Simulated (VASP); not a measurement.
Method: RPBE GGA, VASP's PBE PAW potentials (set 64) (plane waves; VASP).

Input for VASP

POSCAR:
```
Lu
1
    1.8162525767    -3.1458418354     0.0000000000
    1.8162525767     3.1458418354     0.0000000000
    0.0000000000     0.0000000000     5.6777913170
Lu
2
Direct
  0.3333330000   0.6666670000   0.2500000000
  0.6666670000   0.3333330000   0.7500000000
```

**INCAR**
```
SYSTEM = Lu
PREC = Accurate
ENCUT = 520
EDIFF = 1E-7
NELM = 100
ALGO = Normal
LREAL = .FALSE.
LASPH = .TRUE.
ISMEAR = 1
SIGMA = 0.1
GGA = RP
LMAXMIX = 6
LWAVE = .FALSE.
LCHARG = .FALSE.
ISIF = 4
IBRION = 2
NSW = 30
EDIFFG = -0.01
```

### KPOINTS
```
Automatic mesh
0
Gamma
12 12 7
0 0 0
```

POTCAR, in this order: Lu_3 (PBE.64 set). Program: vasp_std.

Output of the run:

OSZICAR:
```
       N       E                     dE             d eps       ncg     rms          rms(c)
DAV:   1     0.483646358726E+02    0.48365E+02   -0.86816E+03  3341   0.145E+03
DAV:   2    -0.551307215059E+01   -0.53878E+02   -0.52786E+02  3387   0.719E+02
DAV:   3    -0.813024353953E+01   -0.26172E+01   -0.24276E+01  3508   0.640E+01
DAV:   4    -0.825706709878E+01   -0.12682E+00   -0.12154E+00  3743   0.124E+01
DAV:   5    -0.826088074689E+01   -0.38136E-02   -0.37875E-02  3328   0.160E+00    0.237E+01
DAV:   6    -0.824076688882E+01    0.20114E-01   -0.46983E-02  3290   0.464E+00    0.141E+01
DAV:   7    -0.824665460761E+01   -0.58877E-02   -0.92502E-02  3269   0.629E+00    0.392E-01
DAV:   8    -0.824676810439E+01   -0.11350E-03   -0.63686E-03  3310   0.115E+00    0.122E-01
DAV:   9    -0.824679815061E+01   -0.30046E-04   -0.27075E-04  3492   0.271E-01    0.381E-02
DAV:  10    -0.824679267028E+01    0.54803E-05   -0.34524E-05  3371   0.100E-01    0.462E-02
DAV:  11    -0.824679375528E+01   -0.10850E-05   -0.30435E-06  3314   0.263E-02    0.131E-03
DAV:  12    -0.824679396285E+01   -0.20757E-06   -0.87028E-08  1979   0.799E-03    0.111E-03
DAV:  13    -0.824679394785E+01    0.15001E-07   -0.27458E-08  1788   0.928E-03
   1 F= -.82467939E+01 E0= -.82470685E+01  d E =-.824679E+01
```

OUTCAR:
```
------------------------ aborting loop because EDIFF is reached ----------------------------------------
  FORCE on cell =-STRESS in cart. coord.  units (eV):
  Direction    XX          YY          ZZ          XY          YZ          ZX
  --------------------------------------------------------------------------------------
  Total       -0.8928447     -0.8928447     -0.9076063      0.0000000     -0.0000000      0.0000000
  in kB      -22.0477332    -22.0477345    -22.4122541      0.0000000     -0.0000000      0.0000000
  external PRESSURE =     -22.1692406 kB  Pullay stress =       0.0000000 kB
  volume of cell :       64.88
      direct lattice vectors                 reciprocal lattice vectors
     1.816252577 -3.145841835  0.000000000     0.275292108 -0.158939968  0.000000000
     1.816252577  3.145841835  0.000000000     0.275292108  0.158939968  0.000000000
     0.000000000  0.000000000  5.677791317     0.000000000  0.000000000  0.176124825
 POSITION                                       TOTAL-FORCE (eV/Angst)
 -----------------------------------------------------------------------------------
      1.81625      1.04862      1.41945        -0.000000     -0.000000      0.000000
      1.81625     -1.04862      4.25834         0.000000      0.000000      0.000000
 -----------------------------------------------------------------------------------
    total drift:                               -0.000003      0.000076     -0.000011
  FREE ENERGIE OF THE ION-ELECTRON SYSTEM (eV)
  ---------------------------------------------------
  free  energy   TOTEN  =        -8.2467939479 eV

  energy  without entropy=       -8.2476175719  energy(sigma->0) =       -8.24706849

 reached required accuracy - stopping structural energy minimisation
```
(Selected blocks of OUTCAR.)

The compound is Lu in the hcp structure. This cell is one point of a volume scan, at 1.06 of the reference volume.
